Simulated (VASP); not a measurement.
A convergence study with VASP on MoSi2 (MoSi2 type): one setting is varied, all else stays as given below, so the limit is that of these other settings.

```xyz
3
Lattice="-1.6050 1.6050 3.9250 1.6050 -1.6050 3.9250 1.6050 1.6050 -3.9250" Properties=species:S:1:pos:R:3 pbc="T T T"
Si     0.0000     0.0000     5.2203
Si     0.0000     0.0000     2.6298
Mo     0.0000     0.0000     0.0000
```

Method: PBE GGA, VASP's PBE PAW potentials (set 64) (plane waves; VASP 6.6.1). The tightest run used: 550 eV cut-off, 23×23×23 Γ-centred mesh, tetrahedra with Blöchl corrections, potentials Si Mo_sv.

### Question
The settings run are 3×3×3 mesh; 4×4×4 mesh; 5×5×5 mesh; 6×6×6 mesh; 7×7×7 mesh; 8×8×8 mesh; 9×9×9 mesh; 10×10×10 mesh; 11×11×11 mesh; 12×12×12 mesh; 13×13×13 mesh; 14×14×14 mesh; 15×15×15 mesh; 16×16×16 mesh; 17×17×17 mesh; 18×18×18 mesh; 19×19×19 mesh; 20×20×20 mesh; 21×21×21 mesh; 22×22×22 mesh; 23×23×23 mesh. From which on does the energy per atom stay within 0.002 eV/atom of the tightest run?

### Answer
From 6×6×6 mesh on: it is off by 0.0005 there and by no more than 0.002 in any finer run, while 5×5×5 mesh is off by 0.0060.
```
setting        E (eV/atom)  pressure (GPa)  largest force (eV/Å)  irreducible k-points  difference judged (eV/atom)
-------------  -----------  --------------  --------------------  --------------------  ---------------------------
3×3×3 mesh         -7.6708            3.19                 0.126                     6                       0.0824
4×4×4 mesh         -7.7372            1.88                 0.006                    13                       0.0160
5×5×5 mesh         -7.7472            1.74                 0.030                    18                       0.0060
6×6×6 mesh         -7.7527            1.67                 0.036                    30                       0.0005
7×7×7 mesh         -7.7533            1.66                 0.032                    40                       0.0000
8×8×8 mesh         -7.7536            1.66                 0.035                    59                       0.0004
9×9×9 mesh         -7.7532            1.66                 0.032                    75                       0.0000
10×10×10 mesh      -7.7531            1.67                 0.028                   102                       0.0001
11×11×11 mesh      -7.7531            1.67                 0.022                   126                       0.0002
12×12×12 mesh      -7.7531            1.67                 0.017                   163                       0.0002
13×13×13 mesh      -7.7531            1.66                 0.014                   196                       0.0001
14×14×14 mesh      -7.7531            1.66                 0.011                   244                       0.0001
15×15×15 mesh      -7.7532            1.66                 0.009                   288                       0.0000
16×16×16 mesh      -7.7532            1.66                 0.007                   349                       0.0000
17×17×17 mesh      -7.7532            1.66                 0.006                   405                       0.0000
18×18×18 mesh      -7.7532            1.66                 0.005                   480                       0.0000
19×19×19 mesh      -7.7532            1.66                 0.005                   550                       0.0000
20×20×20 mesh      -7.7532            1.66                 0.004                   641                       0.0000
21×21×21 mesh      -7.7532            1.66                 0.003                   726                       0.0000
22×22×22 mesh      -7.7532            1.66                 0.003                   834                       0.0000
23×23×23 mesh      -7.7532            1.66                 0.002                   936                       0.0000
```

Left out are rungs that failed or repeat a setting and relaxations that didn't move; long series are thinned to 24 rows.

The compound is MoSi2 in the MoSi2 type structure. The cell was not relaxed at this level, forces remain on its atoms.
